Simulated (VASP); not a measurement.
Method: PBEsol GGA, VASP's PBE PAW potentials (set 64) (plane waves; VASP).

The input files of a VASP run:

**KPOINTS**
```
Automatic mesh
0
Gamma
  8 8 8
0 0 0
```

**POSCAR**
```
MgSe
1.0
  0.0000000000   2.7238145580   2.7238145580
  2.7238145580   0.0000000000   2.7238145580
  2.7238145580   2.7238145580   0.0000000000
Mg Se
1 1
Cartesian
  0.0000000000   0.0000000000   0.0000000000
  2.7238145580   2.7238145580   2.7238145580
```

**INCAR**
```
! general
SYSTEM =MgSe
PREC   =Accurate
ENCUT  =500   ! plane-wave cut-off (eV)
LREAL  =.False.   ! projection in real space or not
LASPH  =.True.   ! aspherical one-centre terms

! electronic loop
EDIFF  =1E-6
NELM   =100   ! most electronic steps
ALGO   =Normal   ! blocked Davidson
LMAXMIX=4   ! l cut-off of mixed one-centre charges

! smearing
ISMEAR =0
SIGMA  =0.05   ! width (eV)

! functional
GGA    =PS   ! PBEsol

! ions
IBRION =2
NSW    =40   ! most ionic steps
ISIF   =3   ! ions, shape and volume
EDIFFG =-0.02
PSTRESS=50   ! kbar

! output
LWAVE  =.False.
LCHARG =.False.
```

POTCAR, in this order: Mg Se (PBE.64 set). Program: vasp_std.

### Question
What will the output report for the number of irreducible k-points (NKPTS), largest plane-wave count, number of space-group operations, FFT grid (NGX, NGY, NGZ)?

### Answer

```json
{
  "number of irreducible k-points (NKPTS)": "29",
  "largest_plane_wave_count": "1036",
  "number_of_space_group_operations": "48",
  "FFT grid (NGX, NGY, NGZ)": "28 × 28 × 28"
}
```

The structure was generated: MgSe was put into the rock salt type (Fm-3m), which need not be its known phase. This run relaxes it under an external pressure of 5 GPa. Symmetry was kept, so distortions that lower it aren't found.
